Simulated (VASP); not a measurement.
# GaHg2 (P6/mmm) in VASP: notebook

The runs below take GaHg2 through single point, with PBE.

Program: VASP 6.6.1. These are calculated values, not measurements. Logs are shortened: lines on timing, memory, paths and dates and some standing lists are left out, and cuts for length are marked.

## (1) The structure

The structure is hexagonal, space group P6/mmm (No. 191). Conventional cell: a = 5.370 Å, b = 5.370 Å, c = 2.942 Å, α = 90.00°, β = 90.00°, γ = 120.00°. Around Ga (site symmetry 6/mmm) lie 2 Ga at 2.94 Å. Hg (site symmetry -6m2) is surrounded by 5 Hg at 2.94 to 3.10 Å.

The cell was built by a generator and needn't be a form met in nature.

## (2) Single point, PBE

Input file INCAR:

```
  PREC = Accurate
  ENCUT = 520
  EDIFF = 1E-6
  ISMEAR = 0
  SIGMA = 0.1
  LREAL = False
  LASPH = True
  NELM = 100
  ALGO = Fast
  ISIF = 2
  LWAVE = False
  LCHARG = False
  GGA = PE
  NBANDS = 26
```

Input file KPOINTS:

```
Automatic mesh
0
Gamma
  12 12 14
```

Input file POSCAR:

```
GaHg2
1.0
    5.3700881017      0.0000000000      0.0000000000
   -2.6850440509      4.6506327166      0.0000000000
    0.0000000000      0.0000000000      2.9417178019
Ga Hg
1 2
Direct
    0.0000000000      0.0000000000      0.0000000000
    0.3333333333      0.6666666667      0.5000000000
    0.6666666667      0.3333333333      0.5000000000
```

Potentials or basis: VASP PAW PBE potentials, release 64 (Ga_d, Hg).

Command:

```
> cat potpaw_PBE.64/Ga_d/POTCAR potpaw_PBE.64/Hg/POTCAR > POTCAR
> mpirun -np 1 vasp_std > vasp.out
```

OUTCAR:

```text
PREC = Accurate
   ENCUT = 520
   EDIFF = 1E-6
   ISMEAR = 0
   LREAL = False
   LASPH = True
   NELM = 100
   ISIF = 2
   GGA = PE

 ion  position               nearest neighbor table
   1  0.000  0.000  0.000-
   2  0.333  0.667  0.500-   3 3.10   3 3.10   3 3.10
   3  0.667  0.333  0.500-   2 3.10   2 3.10   2 3.10

  LATTYP: Found a hexagonal cell.
 ALAT       =     5.3700881017
 C/A-ratio  =     0.5477969348

  Lattice vectors:

 A1 = (   5.3700881017,   0.0000000000,   0.0000000000)
 A2 = (  -2.6850440509,   4.6506327166,   0.0000000000)
 A3 = (   0.0000000000,   0.0000000000,   2.9417178019)

Analysis of symmetry for initial positions (statically):
=====================================================================
 Subroutine PRICEL returns:
 Original cell was already a primitive cell.

 Routine SETGRP: Setting up the symmetry group for a
 hexagonal supercell.

 Subroutine GETGRP returns: Found 24 space group operations
 (whereof 24 operations were pure point group operations)
 out of a pool of 24 trial point group operations.

The static configuration has the point symmetry D_6h.

Analysis of symmetry for dynamics (positions and initial velocities):
=====================================================================
 Subroutine PRICEL returns:
 Original cell was already a primitive cell.

 Routine SETGRP: Setting up the symmetry group for a
 hexagonal supercell.

 Subroutine GETGRP returns: Found 24 space group operations
 (whereof 24 operations were pure point group operations)
 out of a pool of 24 trial point group operations.

The dynamic configuration has the point symmetry D_6h.

 Subroutine INISYM returns: Found 24 space group operations
 (whereof 24 operations are pure point group operations),
 and found     1 'primitive' translations

----------------------------------------------------------------------------------------

                                     Primitive cell

  volume of cell :      73.4674

  direct lattice vectors                    reciprocal lattice vectors
     5.370088102  0.000000000  0.000000000     0.186216684  0.107512253  0.000000000
    -2.685044051  4.650632717  0.000000000     0.000000000  0.215024505  0.000000000
     0.000000000  0.000000000  2.941717802     0.000000000  0.000000000  0.339937434

[... 77 lines left out ...]
   ISTART =      0    job   : 0-new  1-cont  2-samecut
   ICHARG =      2    charge: 1-file 2-atom 10-const
   ISPIN  =      1    spin polarized calculation?
   LNONCOLLINEAR =      F non collinear calculations
   LSORBIT =      F    spin-orbit coupling
   LASPH  =      T    aspherical Exc in radial PAW
   ENCUT  =  520.0 eV  38.22 Ry    6.18 a.u.   9.98  9.98  5.47*2*pi/ulx,y,z
   NELM   =    100;   NELMIN=  2; NELMDL= -5     # of ELM steps
   EDIFF  = 0.1E-05   stopping-criterion for ELM
   LREAL  =      F    real-space projection
   EDIFFG = 0.1E-04   stopping-criterion for IOM
   NSW    =      0    number of steps for IOM
   IBRION =     -1    ionic relax: 0-MD 1-quasi-New 2-CG
   NFREE  =      0    steps in history (QN), initial steepest desc. (CG)
   ISIF   =      2    stress and relaxation
   ISYM   =      2    0-nonsym 1-usesym 2-fastsym
   POTIM  = 0.5000    time-step for ionic-motion
   TEBEG  =    0.0;   TEEND  =   0.0 temperature during run
   PSTRESS=    0.0 pullay stress
   NELECT =      37.0000    total number of electrons
   NUPDOWN=      -1.0000    fix difference up-down
   EMIN   =  10.00;   EMAX   =-10.00  energy-range for DOS
   EFERMI =   0.00;   METHOD = LEGACY
   ISMEAR =     0;   SIGMA  =   0.10  broadening in eV -4-tet -1-fermi 0-gaus
   EFERMI_NEDOS =   21; number of points for ismear=-14 and -15
   IALGO  =     68    algorithm
   IMIX   =      4    mixing-type and parameters
     AMIX     =   0.40;   BMIX     =  1.00
     AMIX_MAG =   1.60;   BMIX_MAG =  1.00
  volume/ion in A,a.u.               =      24.49       165.26
  Fermi-wavevector in a.u.,A,eV,Ry     =   1.302499  2.461365 23.082318  1.696502
  Thomas-Fermi vector in A             =   2.433563
   LORBIT       =      0    0 simple, 1 ext, 2 COOP (PROOUT), +10 PAW based schemes
   GGA     = PE    functional components
   LHFCALC =     F    Hartree Fock is set to
   AEXX    =    0.0000 exact exchange contribution
   IVDW    =     0    specifies the selected vdW correction
   LEPSILON=     F    determine dielectric tensor
   LRPA    =     F    only Hartree local field effects (RPA)
 non-spin polarized calculation
 RMM-DIIS sequential band-by-band and
 Gauss-broadening in eV      SIGMA  =   0.10
  energy-cutoff  :      520.00
  volume of cell :       73.47
 maximum number of plane-waves:      2004
 NGX is ok and might be reduce to    40
   NGX = 19   NGY = 19   NGZ = 11

 number of electron      36.9999986 magnetization

 Free energy of the ion-electron system (eV)
  ---------------------------------------------------
  ext. energy  EPLUGINS =         0.00000000
  ---------------------------------------------------
  free energy    TOTEN  =        -2.94668094 eV

  energy without entropy =       -2.94020666  energy(sigma->0) =       -2.94344380

 E-fermi :   2.9851     XC(G=0): -10.3591

 val. band max:        2.9791705804   @ k =   0.1667   0.0833   0.3571
 cond. band min:       2.9902649056   @ k =   0.0833   0.0833   0.3571
 fundamental gap:      0.0110943253
 Fermi energy:         2.9850968696

 k-point     1 :       0.0000    0.0000    0.0000
  band No.  band energies     occupation
      1     -12.1646      2.00000
      2     -12.0724      2.00000
      3     -12.0724      2.00000
      4     -11.9892      2.00000
      5     -11.9892      2.00000
      6      -6.2103      2.00000
[... 685 lines left out ...]
     25      11.4790      0.00000
     26      14.3630      0.00000

 [... further k-points ...]
[... 5 lines left out ...]
  --------------------------------------------------------------------------------------
  -------------------------------------------------------------------------------------
  Total        0.1242566      0.1242566      0.1956681     -0.0000000     -0.0000000     -0.0000000
  in kB        2.7097895      2.7097895      4.2671326     -0.0000000     -0.0000000     -0.0000000
  external PRESSURE =       3.2289039 kB  Pullay stress =       0.0000000 kB

 VOLUME and BASIS-vectors are now :
 -----------------------------------------------------------------------------
  energy-cutoff  :      520.00
  volume of cell :       73.47
      direct lattice vectors                 reciprocal lattice vectors
     5.370088102  0.000000000  0.000000000     0.186216684  0.107512253  0.000000000
    -2.685044051  4.650632717  0.000000000     0.000000000  0.215024505  0.000000000
     0.000000000  0.000000000  2.941717802     0.000000000  0.000000000  0.339937434

 POSITION                                       TOTAL-FORCE (eV/Angst)
 -----------------------------------------------------------------------------------
      0.00000      0.00000      0.00000         0.000000      0.000000      0.000000
     -0.00000      3.10042      1.47086         0.000000      0.000000     -0.000000
      2.68504      1.55021      1.47086        -0.000000      0.000000      0.000000
 -----------------------------------------------------------------------------------
    total drift:                                0.000000     -0.000000      0.000000

  FREE ENERGIE OF THE ION-ELECTRON SYSTEM (eV)
  ---------------------------------------------------
  free  energy   TOTEN  =        -2.9466809448 eV

  energy  without entropy=       -2.9402066565  energy(sigma->0) =       -2.94344380
```

OSZICAR:

```text
N       E                     dE             d eps       ncg     rms          rms(c)
DAV:   1     0.306794853492E+03    0.30679E+03   -0.18131E+04  8472   0.189E+03
DAV:   2     0.195661832008E+02   -0.28723E+03   -0.27263E+03  8060   0.457E+02
DAV:   3    -0.275429351663E+01   -0.22320E+02   -0.22029E+02  9208   0.115E+02
DAV:   4    -0.314717329601E+01   -0.39288E+00   -0.39233E+00  8752   0.151E+01
DAV:   5    -0.315048064872E+01   -0.33074E-02   -0.33068E-02  9042   0.144E+00    0.465E+00
RMM:   6    -0.295721297987E+01    0.19327E+00   -0.41433E-01  9148   0.402E+00    0.397E+00
RMM:   7    -0.294795789535E+01    0.92551E-02   -0.35370E-02 10458   0.116E+00    0.216E+00
RMM:   8    -0.294656708204E+01    0.13908E-02   -0.60526E-03 11124   0.750E-01    0.582E-02
RMM:   9    -0.294663499734E+01   -0.67915E-04   -0.86860E-04 10839   0.254E-01    0.351E-02
RMM:  10    -0.294667191104E+01   -0.36914E-04   -0.14505E-04 11292   0.109E-01    0.176E-02
RMM:  11    -0.294668059974E+01   -0.86887E-05   -0.30294E-05  9962   0.482E-02    0.723E-03
RMM:  12    -0.294668094477E+01   -0.34503E-06   -0.46201E-06  7517   0.205E-02
   1 F= -.29466809E+01 E0= -.29434438E+01  d E =-.647429E-02
```

Wall time 3.5 min (1 thread of Intel Xeon Platinum 8488C (Sapphire Rapids), shared host); peak memory 0.38 GiB.

Results:

| Property | Result |
| --- | --- |
| Free energy | -2.9467 eV |
| Pressure | 0.3 GPa |
| Band gap on the k mesh | none (metal or under the smearing width) |

Stress tensor (GPa, compression positive):
```
0.27 0.00 0.00
0.00 0.27 0.00
0.00 0.00 0.43
```

## (3) Single point, PBE (species swapped into the ScSi2 type (P6/mmm, No. 191))

Input file INCAR:

```
SYSTEM = GaHg2
ALGO = Fast ; EDIFF = 1E-6
ENCUT = 520 ; GGA = PE
ISIF = 2 ; ISMEAR = 0
LASPH = .TRUE. ; LCHARG = .FALSE.
LREAL = .FALSE. ; LWAVE = .FALSE.
NBANDS = 26 ; NELM = 100
PREC = Accurate ; SIGMA = 0.1
```

Input file KPOINTS:

```
k-points
0
G
  12 12 14
  0 0 0
```

POSCAR is that of step 2.

Potentials or basis: VASP PAW PBE potentials, release 64 (Ga_d, Hg).

Command:

```
> cat potpaw_PBE.64/Ga_d/POTCAR potpaw_PBE.64/Hg/POTCAR > POTCAR
> mpirun -np 1 vasp_std > vasp.out
```

OUTCAR:

```text
SYSTEM = GaHg2
   EDIFF = 1E-6
   ENCUT = 520
   GGA = PE
   ISIF = 2
   ISMEAR = 0
   LASPH = .TRUE.
   LREAL = .FALSE.
   NELM = 100
   PREC = Accurate

 ion  position               nearest neighbor table
   1  0.000  0.000  0.000-
   2  0.333  0.667  0.500-   3 3.10   3 3.10   3 3.10
   3  0.667  0.333  0.500-   2 3.10   2 3.10   2 3.10

  LATTYP: Found a hexagonal cell.
 ALAT       =     5.3700881017
 C/A-ratio  =     0.5477969348

  Lattice vectors:

 A1 = (   5.3700881017,   0.0000000000,   0.0000000000)
 A2 = (  -2.6850440509,   4.6506327166,   0.0000000000)
 A3 = (   0.0000000000,   0.0000000000,   2.9417178019)

Analysis of symmetry for initial positions (statically):
=====================================================================
 Subroutine PRICEL returns:
 Original cell was already a primitive cell.

 Routine SETGRP: Setting up the symmetry group for a
 hexagonal supercell.

 Subroutine GETGRP returns: Found 24 space group operations
 (whereof 24 operations were pure point group operations)
 out of a pool of 24 trial point group operations.

The static configuration has the point symmetry D_6h.

Analysis of symmetry for dynamics (positions and initial velocities):
=====================================================================
 Subroutine PRICEL returns:
 Original cell was already a primitive cell.

 Routine SETGRP: Setting up the symmetry group for a
 hexagonal supercell.

 Subroutine GETGRP returns: Found 24 space group operations
 (whereof 24 operations were pure point group operations)
 out of a pool of 24 trial point group operations.

The dynamic configuration has the point symmetry D_6h.

 Subroutine INISYM returns: Found 24 space group operations
 (whereof 24 operations are pure point group operations),
[... 107 lines left out ...]
   TEBEG  =    0.0;   TEEND  =   0.0 temperature during run
   PSTRESS=    0.0 pullay stress
   NELECT =      37.0000    total number of electrons
   NUPDOWN=      -1.0000    fix difference up-down
   EMIN   =  10.00;   EMAX   =-10.00  energy-range for DOS
   EFERMI =   0.00;   METHOD = LEGACY
   ISMEAR =     0;   SIGMA  =   0.10  broadening in eV -4-tet -1-fermi 0-gaus
   EFERMI_NEDOS =   21; number of points for ismear=-14 and -15
   IALGO  =     68    algorithm
   IMIX   =      4    mixing-type and parameters
     AMIX     =   0.40;   BMIX     =  1.00
     AMIX_MAG =   1.60;   BMIX_MAG =  1.00
  volume/ion in A,a.u.               =      24.49       165.26
  Fermi-wavevector in a.u.,A,eV,Ry     =   1.302499  2.461365 23.082318  1.696502
  Thomas-Fermi vector in A             =   2.433563
   LORBIT       =      0    0 simple, 1 ext, 2 COOP (PROOUT), +10 PAW based schemes
   GGA     = PE    functional components
   LHFCALC =     F    Hartree Fock is set to
   AEXX    =    0.0000 exact exchange contribution
   IVDW    =     0    specifies the selected vdW correction
   LEPSILON=     F    determine dielectric tensor
   LRPA    =     F    only Hartree local field effects (RPA)
 non-spin polarized calculation
 RMM-DIIS sequential band-by-band and
 Gauss-broadening in eV      SIGMA  =   0.10
  energy-cutoff  :      520.00
  volume of cell :       73.47
 maximum number of plane-waves:      2004
 NGX is ok and might be reduce to    40
   NGX = 19   NGY = 19   NGZ = 11

 number of electron      36.9999986 magnetization

 Free energy of the ion-electron system (eV)
  ---------------------------------------------------
  ext. energy  EPLUGINS =         0.00000000
  ---------------------------------------------------
  free energy    TOTEN  =        -2.94668094 eV

  energy without entropy =       -2.94020666  energy(sigma->0) =       -2.94344380

 E-fermi :   2.9851     XC(G=0): -10.3591

 val. band max:        2.9791705804   @ k =   0.1667   0.0833   0.3571
 cond. band min:       2.9902649056   @ k =   0.0833   0.0833   0.3571
 fundamental gap:      0.0110943253
 Fermi energy:         2.9850968696

 k-point     1 :       0.0000    0.0000    0.0000
  band No.  band energies     occupation
      1     -12.1646      2.00000
      2     -12.0724      2.00000
      3     -12.0724      2.00000
      4     -11.9892      2.00000
      5     -11.9892      2.00000
      6      -6.2103      2.00000
[... 685 lines left out ...]
     25      11.4790      0.00000
     26      14.3630      0.00000

 [... further k-points ...]
[... 5 lines left out ...]
  --------------------------------------------------------------------------------------
  -------------------------------------------------------------------------------------
  Total        0.1242566      0.1242566      0.1956681     -0.0000000     -0.0000000     -0.0000000
  in kB        2.7097895      2.7097895      4.2671326     -0.0000000     -0.0000000     -0.0000000
  external PRESSURE =       3.2289039 kB  Pullay stress =       0.0000000 kB

 VOLUME and BASIS-vectors are now :
 -----------------------------------------------------------------------------
  energy-cutoff  :      520.00
  volume of cell :       73.47
      direct lattice vectors                 reciprocal lattice vectors
     5.370088102  0.000000000  0.000000000     0.186216684  0.107512253  0.000000000
    -2.685044051  4.650632717  0.000000000     0.000000000  0.215024505  0.000000000
     0.000000000  0.000000000  2.941717802     0.000000000  0.000000000  0.339937434

 POSITION                                       TOTAL-FORCE (eV/Angst)
 -----------------------------------------------------------------------------------
      0.00000      0.00000      0.00000         0.000000      0.000000      0.000000
     -0.00000      3.10042      1.47086         0.000000      0.000000     -0.000000
      2.68504      1.55021      1.47086        -0.000000      0.000000      0.000000
 -----------------------------------------------------------------------------------
    total drift:                                0.000000     -0.000000      0.000000

  FREE ENERGIE OF THE ION-ELECTRON SYSTEM (eV)
  ---------------------------------------------------
  free  energy   TOTEN  =        -2.9466809448 eV

  energy  without entropy=       -2.9402066565  energy(sigma->0) =       -2.94344380
```

stdout:

```text
POSCAR found type information on POSCAR GaHg
 POSCAR found :  2 types and       3 ions
 scaLAPACK will be used
 LDA part: xc-table for (Slater+PW92), standard interpolation
 POSCAR, INCAR and KPOINTS ok, starting setup
 FFT: planning ... GRIDC
 FFT: planning ... GRID_SOFT
 FFT: planning ... GRID
 WAVECAR not read
 entering main loop
```

It took 3.2 min on 1 thread of Intel Xeon Platinum 8488C (Sapphire Rapids), shared host; peak memory 0.39 GiB.

Results:

- Free energy: -2.9467 eV
- Pressure: 0.3 GPa
- Band gap on the k mesh: none (metal or under the smearing width)

Stress tensor (GPa, compression positive):
```
0.27 0.00 0.00
0.00 0.27 0.00
0.00 0.00 0.43
```

The run has no spin-orbit coupling, so splittings on Hg are missing.
